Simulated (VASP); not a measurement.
# Li2CoCl4: structure and properties in VASP, part 5 of 5

What structure and properties does r2SCAN give Li2CoCl4, and how near are they to the measured ones? The start is a computed cell from the Materials Project.

VASP 6.6.1, plane waves and PAW; the level of theory is named at each step.

Still holding for the runs below: The cell holds one magnetic atom, so no antiferromagnetic order fits into it. Experiment finds antiferromagnetic order in this phase (below 6.8 K, arxiv:2307.06899), so this ferromagnetic run describes another state.

So far, gap on the k-mesh (eV): step 2 (relaxing cell and atoms (r2SCAN)) 0.883; step 3 (second relaxation) 0.884; step 6 (total and projected DOS (r2SCAN)) 0.883; step 7 (independent-particle dielectric function (r2SCAN)) 0.884. The relaxed cell has a, b, c = 7.156, 10.381, 3.516 Å (conventional setting).

## 8. Field gradients at the nuclei (r2SCAN)

Level of this step: r2SCAN, spin-polarised from a ferromagnetic start; plane waves and PAW (Li_sv, Co, Cl) (VASP).

Field gradients probe how far the charge around each nucleus departs from cubic symmetry; LASPH keeps the non-spherical terms inside the spheres.

INCAR

```
SYSTEM = Li2CoCl4
PREC = Accurate
ENCUT = 650
EDIFF = 1E-07
NELM = 100
ISMEAR = 0
SIGMA = 0.05
LREAL = .FALSE.
ALGO = Normal
METAGGA = R2SCAN
LASPH = .TRUE.
NBANDS = 34
ISPIN = 2
MAGMOM = -0 -0 2.613 0.116 0.034 0.116 0.034
LMAXMIX = 4
LORBIT = 11
LWAVE = .FALSE.
LCHARG = .FALSE.
KPAR = 4
LEFG = .TRUE.
```

POSCAR

```
Li2CoCl4
1.0
    3.5778772720     -5.1907091362      0.0000000000
    3.5778772720      5.1907091362      0.0000000000
    0.0000000000      0.0000000000      3.5161483681
Li Co Cl
2 1 4
Direct
    0.5000000000      0.0000000000      0.5000000000
    0.0000000000      0.5000000000      0.5000000000
    0.0000000000      0.0000000000      0.0000000000
    0.7669242620      0.7669242620      0.5000000000
    0.7610210535      0.2389789465      0.0000000000
    0.2330757380      0.2330757380      0.5000000000
    0.2389789465      0.7610210535      0.0000000000
```

KPOINTS

```
Automatic mesh
0
Gamma
4 4 6
0 0 0
```

PAW data sets: Li_sv, Co and Cl (PBE family, release 64).

The run is started by

```console
> mpirun -np 4 vasp_std
```

Log:

```text
[... set-up lines as in an earlier step ...]
 entering main loop
       N       E                     dE             d eps       ncg     rms          rms(c)
DAV:   1     0.375791937741E+03    0.37579E+03   -0.20593E+04  3808   0.146E+03
DAV:   2    -0.876028281523E+01   -0.38455E+03   -0.35652E+03  4214   0.339E+02
DAV:   3    -0.579681859248E+02   -0.49208E+02   -0.48501E+02  4780   0.124E+02
DAV:   4    -0.636385449122E+02   -0.56704E+01   -0.56312E+01  7000   0.298E+01
DAV:   5    -0.638507300222E+02   -0.21219E+00   -0.21196E+00  5374   0.568E+00    0.145E+01
DAV:   6    -0.544438656754E+02    0.94069E+01   -0.38503E+01  5042   0.579E+01    0.241E+01
DAV:   7    -0.529482396308E+02    0.14956E+01   -0.69128E+00  4832   0.488E+01    0.904E+00
DAV:   8    -0.532235175979E+02   -0.27528E+00   -0.16106E+00  5184   0.759E+00    0.504E+00
DAV:   9    -0.533266018691E+02   -0.10308E+00   -0.47956E-01  5476   0.827E+00    0.229E+00
DAV:  10    -0.533647465142E+02   -0.38145E-01   -0.11701E-01  5352   0.353E+00    0.117E+00
DAV:  11    -0.533687647682E+02   -0.40183E-02   -0.15329E-02  5628   0.146E+00    0.442E-01
DAV:  12    -0.533710781800E+02   -0.23134E-02   -0.59739E-03  5896   0.824E-01    0.201E-01
DAV:  13    -0.533713442589E+02   -0.26608E-03   -0.10788E-03  5308   0.234E-01    0.127E-01
DAV:  14    -0.533712488905E+02    0.95368E-04   -0.54711E-04  5446   0.287E-01    0.666E-02
DAV:  15    -0.533712717363E+02   -0.22846E-04   -0.11275E-04  4922   0.901E-02    0.237E-02
DAV:  16    -0.533712714448E+02    0.29150E-06   -0.19062E-05  5150   0.256E-02    0.123E-02
DAV:  17    -0.533712633399E+02    0.81049E-05   -0.37763E-06  5450   0.243E-02    0.658E-03
DAV:  18    -0.533712631456E+02    0.19433E-06   -0.11601E-06  5478   0.880E-03    0.258E-03
DAV:  19    -0.533712627937E+02    0.35188E-06   -0.15171E-07  3986   0.535E-03    0.128E-03
DAV:  20    -0.533712622351E+02    0.55860E-06   -0.69623E-08  3348   0.183E-03    0.619E-04
DAV:  21    -0.533712623345E+02   -0.99467E-07   -0.19417E-08  2676   0.113E-03
ion   1
     0.0000000    -0.0209858     0.0000000     0.0227622     0.0000000     0.0446369
     0.0000222    -0.0209858     0.0000000     0.0227622     0.0000000     0.0446369
     0.0000306    -0.0209858     0.0000000     0.0227622     0.0000000     0.0446369
     0.0000422    -0.0209858     0.0000000     0.0227622     0.0000000     0.0446369
     0.0000581    -0.0209858     0.0000000     0.0227622     0.0000000     0.0446369

     0.0000000    -0.0235682     0.0000000     0.0255632     0.0000000     0.0501298
     0.0000222    -0.0235682     0.0000000     0.0255632     0.0000000     0.0501298
     0.0000306    -0.0235682     0.0000000     0.0255632     0.0000000     0.0501298
     0.0000422    -0.0235682     0.0000000     0.0255632     0.0000000     0.0501298
     0.0000581    -0.0235682     0.0000000     0.0255632     0.0000000     0.0501298

ion   2
     0.0000000     0.0209858     0.0000000     0.0227622     0.0000000     0.0446369
     0.0000222     0.0209858     0.0000000     0.0227622     0.0000000     0.0446369
     0.0000306     0.0209858     0.0000000     0.0227622     0.0000000     0.0446369
     0.0000422     0.0209858     0.0000000     0.0227622     0.0000000     0.0446369
     0.0000581     0.0209858     0.0000000     0.0227622     0.0000000     0.0446369

     0.0000000     0.0235682     0.0000000     0.0255632     0.0000000     0.0501298
     0.0000222     0.0235682     0.0000000     0.0255632     0.0000000     0.0501298
     0.0000306     0.0235682     0.0000000     0.0255632     0.0000000     0.0501298
     0.0000422     0.0235682     0.0000000     0.0255632     0.0000000     0.0501298
     0.0000581     0.0235682     0.0000000     0.0255632     0.0000000     0.0501298

ion   3
     0.0000000     0.0000000     0.0000000   -14.5537537     0.0000000   -25.5297046
     0.0000452     0.0000000     0.0000000   -14.5537536     0.0000000   -25.5297044
     0.0000623     0.0000000     0.0000000   -14.5537534     0.0000000   -25.5297042
     0.0000858     0.0000000     0.0000000   -14.5537532     0.0000000   -25.5297038
     0.0001181     0.0000000     0.0000000   -14.5537528     0.0000000   -25.5297030

     0.0000000     0.0000000     0.0000000   -93.1204322     0.0000000  -169.7215415
     0.0000452     0.0000000     0.0000000   -93.1206114     0.0000000  -169.7217092
     0.0000623     0.0000000     0.0000000   -93.1207152     0.0000000  -169.7218058
     0.0000858     0.0000000     0.0000000   -93.1208853     0.0000000  -169.7219639
     0.0001181     0.0000000     0.0000000   -93.1211626     0.0000000  -169.7222210

ion   4
     0.0000000    -0.0000000    -0.0000000    -2.2166916    -0.0000000    -2.2476339
     0.0000382    -0.0000000    -0.0000000    -2.2166915    -0.0000000    -2.2476339
     0.0000526    -0.0000000    -0.0000000    -2.2166915    -0.0000000    -2.2476339
     0.0000724    -0.0000000    -0.0000000    -2.2166915    -0.0000000    -2.2476339
     0.0000997    -0.0000000    -0.0000000    -2.2166915    -0.0000000    -2.2476338

     0.0000000    -0.0000000    -0.0000000   -34.2649348    -0.0000000   -33.8581495
     0.0000382    -0.0000000    -0.0000000   -34.2648114    -0.0000000   -33.8580280
     0.0000526    -0.0000000    -0.0000000   -34.2647368    -0.0000000   -33.8579545
     0.0000724    -0.0000000    -0.0000000   -34.2646130    -0.0000000   -33.8578326
     0.0000997    -0.0000000    -0.0000000   -34.2644091    -0.0000000   -33.8576318

ion   5
     0.0000000     0.0000000     0.0000000     1.0511753    -0.0000000     1.3006014
     0.0000382     0.0000000     0.0000000     1.0511753    -0.0000000     1.3006013
     0.0000526     0.0000000     0.0000000     1.0511753    -0.0000000     1.3006013
     0.0000724     0.0000000     0.0000000     1.0511753    -0.0000000     1.3006013
     0.0000997     0.0000000     0.0000000     1.0511752    -0.0000000     1.3006013

     0.0000000     0.0000000     0.0000000    15.2129325    -0.0000000    18.1204671
     0.0000382     0.0000000     0.0000000    15.2128782    -0.0000000    18.1204027
     0.0000526     0.0000000     0.0000000    15.2128453    -0.0000000    18.1203638
     0.0000724     0.0000000     0.0000000    15.2127908    -0.0000000    18.1202991
     0.0000997     0.0000000     0.0000000    15.2127009    -0.0000000    18.1201927

ion   6
     0.0000000    -0.0000000    -0.0000000    -2.2166916    -0.0000000    -2.2476339
     0.0000382    -0.0000000    -0.0000000    -2.2166915    -0.0000000    -2.2476339
     0.0000526    -0.0000000    -0.0000000    -2.2166915    -0.0000000    -2.2476339
     0.0000724    -0.0000000    -0.0000000    -2.2166915    -0.0000000    -2.2476339
     0.0000997    -0.0000000    -0.0000000    -2.2166915    -0.0000000    -2.2476338

     0.0000000    -0.0000000    -0.0000000   -34.2649348    -0.0000000   -33.8581495
     0.0000382    -0.0000000    -0.0000000   -34.2648114    -0.0000000   -33.8580280
     0.0000526    -0.0000000    -0.0000000   -34.2647368    -0.0000000   -33.8579545
     0.0000724    -0.0000000    -0.0000000   -34.2646130    -0.0000000   -33.8578326
     0.0000997    -0.0000000    -0.0000000   -34.2644091    -0.0000000   -33.8576318

ion   7
     0.0000000     0.0000000     0.0000000     1.0511753    -0.0000000     1.3006014
     0.0000382     0.0000000     0.0000000     1.0511753    -0.0000000     1.3006013
     0.0000526     0.0000000     0.0000000     1.0511753    -0.0000000     1.3006013
     0.0000724     0.0000000     0.0000000     1.0511753    -0.0000000     1.3006013
     0.0000997     0.0000000     0.0000000     1.0511752    -0.0000000     1.3006013

     0.0000000     0.0000000     0.0000000    15.2129325    -0.0000000    18.1204671
     0.0000382     0.0000000     0.0000000    15.2128782    -0.0000000    18.1204027
     0.0000526     0.0000000     0.0000000    15.2128453    -0.0000000    18.1203638
     0.0000724     0.0000000     0.0000000    15.2127908    -0.0000000    18.1202991
     0.0000997     0.0000000     0.0000000    15.2127009    -0.0000000    18.1201927

   1 F= -.53371262E+02 E0= -.53371262E+02  d E =-.755490E-22  mag=     3.0000
```

Wall time 4.6 min (4 MPI ranks of Intel Xeon 6975P-C (Granite Rapids), shared host); peak memory 2.1 GiB.

From OUTCAR (step 8):

```text
   NELECT =      43.0000    total number of electrons

 E-fermi :   2.3578

 spin component 1
 k-point     1 :       0.0000    0.0000    0.0000
  band No.  band energies     occupation
    ...
     19       0.4580      1.00000
     20       0.6091      1.00000
     21       0.7807      1.00000
     22       1.3152      1.00000
     23       1.5449      1.00000
     24       6.9660      0.00000
     25       8.3450      0.00000
     26       8.4585      0.00000
     27       8.8204      0.00000
     28       9.9699      0.00000
    ...

 k-point     2 :       0.2500    0.0000    0.0000
  band No.  band energies     occupation
    ...
     19       0.3820      1.00000
     20       0.5929      1.00000
     21       0.7322      1.00000
     22       1.3044      1.00000
     23       1.4360      1.00000
     24       7.4927      0.00000
     25       8.5440      0.00000
     26       9.0217      0.00000
     27       9.0684      0.00000
     28      10.3848      0.00000
    ...

  Total        0.0178946      0.0579033     -0.0108195     -0.0000000      0.0000000      0.0000000
  in kB        0.2195242      0.7103374     -0.1327292     -0.0000000      0.0000000      0.0000000
  external PRESSURE =       0.2657108 kB  Pullay stress =       0.0000000 kB

 POSITION                                       TOTAL-FORCE (eV/Angst)
 -----------------------------------------------------------------------------------
      1.78894     -2.59535      1.75807         0.000000      0.000000     -0.000000
      1.78894      2.59535      1.75807         0.000000      0.000000     -0.000000
      0.00000      0.00000      0.00000         0.000000      0.000000     -0.000000
      5.48792      0.00000      1.75807         0.005699      0.000000     -0.000000
      3.57788     -2.70977      0.00000         0.000000     -0.005403     -0.000000
      1.66783      0.00000      1.75807        -0.005699      0.000000     -0.000000
      3.57788      2.70977      0.00000         0.000000      0.005403      0.000000
 -----------------------------------------------------------------------------------
    total drift:                               -0.000000     -0.000000      0.000000

  FREE ENERGIE OF THE ION-ELECTRON SYSTEM (eV)
  ---------------------------------------------------
  free  energy   TOTEN  =       -53.3712623345 eV

  energy  without entropy=      -53.3712623345  energy(sigma->0) =      -53.37126233

 Electric field gradients after diagonalization (V/A^2)
 (convention: |V_zz| > |V_xx| > |V_yy|)
----------------------------------------------------------------------
 ion       V_xx      V_yy      V_zz     asymmetry (V_yy - V_xx)/ V_zz
----------------------------------------------------------------------
   1      -0.143    -0.039     0.182       0.573
   2      -0.143    -0.039     0.182       0.573
   3     126.394   117.428  -243.822       0.037
   4      43.170    15.660   -58.830       0.468
   5     -19.259   -10.360    29.619       0.300
   6      43.170    15.660   -58.830       0.468
   7     -19.259   -10.360    29.619       0.300
----------------------------------------------------------------------

[... 13 parts as in an earlier step ...]

[... 10 further parts left out ...]
```

Numbers from this step:

- SCF cycles: 21
- bands: 34
- irreducible k-points: 28
- free energy (TOTEN): -53.3713 eV
- Fermi energy: 2.358 eV
- pressure: 0.02657 GPa
- gap on the k-mesh: 0.8835 eV
- least direct gap on the k-mesh: 0.8835 eV

Electric field gradients, by row:

```tsv
atom	Vxx (V/Å²)	Vyy (V/Å²)	Vzz (V/Å²)	asymmetry
Li1	-0.143	-0.039	0.182	0.573
Li2	-0.143	-0.039	0.182	0.573
Co3	126.4	117.4	-243.8	0.037
Cl4	43.17	15.66	-58.83	0.468
Cl5	-19.26	-10.36	29.62	0.3
Cl6	43.17	15.66	-58.83	0.468
Cl7	-19.26	-10.36	29.62	0.3
```

The largest gradient, -243.82 V/Å², sits on Co3; times the quadrupole moment of a nucleus that has one, it gives the coupling that NMR and NQR see.

## 9. What came out

```yaml
relaxed_volume: 18.66 Å³/atom
relaxed_conventional_cell_a_b_c: 7.156, 10.381, 3.516 Å
space_group_after_relaxing_within_0p02_a: Cmmm (No. 65)
moment_of_the_cell_4x4x6_mesh: 3 μB
largest_site_moment_4x4x6_mesh: 2.61 μB on Co3
band_gap: 0.884 eV, direct
gap_among_the_points_of_the_dos_mesh_alone_an_upper_bound: 0.883 eV
strongest_peak_of_eps_2_mean_over_directions: 11.1 eV
eps_1_at_zero_frequency_no_local_fields_mean: 3.47
largest_field_gradient_vzz: -243.82 V/Å² on Co3
```

With r2SCAN, Li2CoCl4 relaxes to 18.66 Å³/atom in space group Cmmm, has a direct gap of 0.884 eV and keeps moments of up to 2.61 μB (4×4×6 mesh). Band structure (r2SCAN), spin up: On this path the gap is direct, 5.42 eV, with the valence top at Γ and the conduction bottom at Γ. Band structure (r2SCAN), spin down: The path shows a direct gap of 0.88 eV (valence top at Y, conduction bottom at Y). Semilocal functionals usually underestimate gaps. Only the typed magnetic starts were tried, so the magnetic ground state may differ and with it the other results. Only ferromagnetic starts were used, while the crystal orders antiferromagnetically, so what depends on the order belongs to another state. No search among competing phases was made, and a listed structure need not be the one stable at ambient conditions. All values are for a static lattice at zero temperature.

Comparison with the measured values:

| quantity | measured | r2SCAN |
| --- | --- | --- |
| lattice constant a (Å) | 7.139 | 7.156 (+0.2 %) |
| lattice constant b (Å) | 10.1899 | 10.381 (+1.9 %) |
| lattice constant c (Å) | 3.5935 | 3.516 (-2.2 %) |

Measured values from arxiv:2307.06899 (2023).

How well it matches: The lattice constant a is off by +0.2 %. The lattice constant b is off by +1.9 %. The lattice constant c is off by -2.2 %. The runs are ferromagnetic and the sample is antiferromagnetic, so the match is not graded. For lattice constants the calculation has a static lattice, without zero-point motion or thermal expansion (measured at up to 3.5 K).

[Lines on the potential files, build, host, timing and source positions are cut from VASP's logs without a mark.]

[Logs are printed without paths, hosts, clocks, repeated set-up lines and the standing remarks that a program may print on its own settings, such as how far it seeks lower states.]

[Hosts, paths, dates, database ids (printed as entryN), source tags and the programs' standing remarks are cut or masked in the printed files.]

[A measured line is paired with the nearest computed mode of its activity, which favours agreement.]
